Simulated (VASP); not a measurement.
VASP runs on Os (hcp) share one base input (PBE GGA, plane waves, VASP's PBE PAW potentials (set 64)) and change the settings named in each case.

POSCAR:
```
Os
8.640
  0.1579861111  -0.2736399306   0.0000000000
  0.1579861111   0.2736399306   0.0000000000
  0.0000000000   0.0000000000   0.5000000000
Os
2
Cartesian
  0.1579861111   0.0912134926   0.1250000000
  0.1579861111  -0.0912134926   0.3750000000
```

### KPOINTS
```
K-points
0
Gamma
 14 14 8
```

INCAR:
```
# general
SYSTEM  = Os
PREC    = Accurate
ENCUT   = 400   # plane-wave cut-off (eV)
LREAL   = .FALSE.   # projection in real space or not
LASPH   = .TRUE.

# electronic loop
EDIFF   = 1E-6
NELM    = 100
ALGO    = Normal
LMAXMIX = 6   # l cut-off of mixed one-centre charges

# smearing
ISMEAR  = 1
SIGMA   = 0.1

# functional
GGA     = PE

# ions
ISIF    = 2

# output
LWAVE   = .FALSE.
LCHARG  = .FALSE.
```

POTCAR, in this order: Os (PBE.64 set). Program: vasp_std.

```json
[
 {"change": "base run", "E(σ→0) (eV/atom)": "-11.2348", "pressure (GPa)": "9.96", "−TS (eV)": "-0.0013", "irreducible k-points": "120"},
 {"change": "KGAMMA = .FALSE., KSPACING = 0.16, KPOINTS file removed", "E(σ→0) (eV/atom)": "___", "pressure (GPa)": "___", "−TS (eV)": "___", "irreducible k-points": "165"},
 {"change": "KGAMMA = .FALSE., KSPACING = 0.6, KPOINTS file removed", "E(σ→0) (eV/atom)": "-11.1773", "pressure (GPa)": "10.80", "−TS (eV)": "-0.0023", "irreducible k-points": "10"},
 {"change": "KGAMMA = .TRUE., KSPACING = 0.8, KPOINTS file removed", "E(σ→0) (eV/atom)": "-11.3562", "pressure (GPa)": "6.96", "−TS (eV)": "-0.0075", "irreducible k-points": "8"},
 {"change": "KGAMMA = .TRUE., KSPACING = 0.35, KPOINTS file removed", "E(σ→0) (eV/atom)": "-11.2679", "pressure (GPa)": "9.42", "−TS (eV)": "0.0007", "irreducible k-points": "30"},
 {"change": "KGAMMA = .FALSE., KSPACING = 0.3, KPOINTS file removed", "E(σ→0) (eV/atom)": "-11.2502", "pressure (GPa)": "9.67", "−TS (eV)": "-0.0017", "irreducible k-points": "36"}
]
```

Question: Complete the blanks.

Answer: 
- KGAMMA = .FALSE., KSPACING = 0.16, KPOINTS file removed, E(σ→0) (eV/atom): -11.2372
- KGAMMA = .FALSE., KSPACING = 0.16, KPOINTS file removed, pressure (GPa): 9.92
- KGAMMA = .FALSE., KSPACING = 0.16, KPOINTS file removed, −TS (eV): -0.0002

Unless said otherwise, spin-orbit coupling is left out, though it shifts the bands of the heavy elements here.

Left out are runs that ran out of time, are held back, or changed the cell or the kind of run, fixed moments of cells without a moment, rows past the twelfth, gaps on odd meshes, pressures of charged cells and columns that move by less than the noise.

The compound is Os in the hcp structure. The cell was not relaxed at this level.
